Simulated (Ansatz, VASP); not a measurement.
**Sb2Au in VASP and in Ansatz**

INCAR

```
  PREC = Accurate
  ENCUT = 520
  EDIFF = 1E-6
  ISMEAR = -1
  SIGMA = 0.1
  LREAL = False
  LASPH = True
  NELM = 60
  ALGO = Normal
  ISIF = 2
  LWAVE = False
  LCHARG = True
  GGA = CA
  LELF = True
  LVHAR = True
  NBANDS = 18
```

File KPOINTS:

```
Automatic mesh
0
Gamma
  6 6 6
```

Contents of POSCAR:

```
Sb2Au
1.0
    0.0000000000      3.2131486720      3.2131486720
    3.2131486720      0.0000000000      3.2131486720
    3.2131486720      3.2131486720      0.0000000000
Sb Au
2 1
Direct
    0.2500000000      0.2500000000      0.2500000000
    0.7500000000      0.7500000000      0.7500000000
    0.0000000000      0.0000000000      0.0000000000
```

Input for Ansatz:

```yaml
crystal:
  lattice:
    - [0.0, 3.2131486719675357, 3.2131486719675357]
    - [3.2131486719675357, 0.0, 3.2131486719675357]
    - [3.2131486719675357, 3.2131486719675357, 0.0]
  atoms:
    - { symbol: Sb, position: [0.25, 0.25, 0.25] }
    - { symbol: Sb, position: [0.75, 0.75, 0.75] }
    - { symbol: Au, position: [0.0, 0.0, 0.0] }
basis:
  ecutwfc: 500.0
kpoints:
  mp_grid:
    grid: [6, 6, 6]
hamiltonian:
  xc: lda
scf:
  occupations:
    method: fermi_dirac
    width: 0.1
output:
  stress: true
```

Alike in both runs: task single point; functional LDA; k mesh 6 × 6 × 6; occupations fermi-dirac, width 0.1 eV; no spin polarisation.

```csv
,VASP,Ansatz
version,VASP 6.6.1,Ansatz 0.2.0
potentials or method,"VASP PAW LDA potentials, release 64 (Sb, Au)","plane waves, PAW"
plane-wave cutoff (eV),520,500
valence electrons in the cell,21,49
```

Ansatz gave:

- pressure (GPa): 16.9

**Question.** Estimate VASP's values.

**Answer.** Pressure (GPa): 17.3.

The two sets of potentials don't hold the same shells in valence.

Caveats: so large a pressure means that the cell lies far from this level's equilibrium, or that cutoff or potentials fall short (VASP). The runs have no spin-orbit coupling, so splittings on Au, Sb are missing.
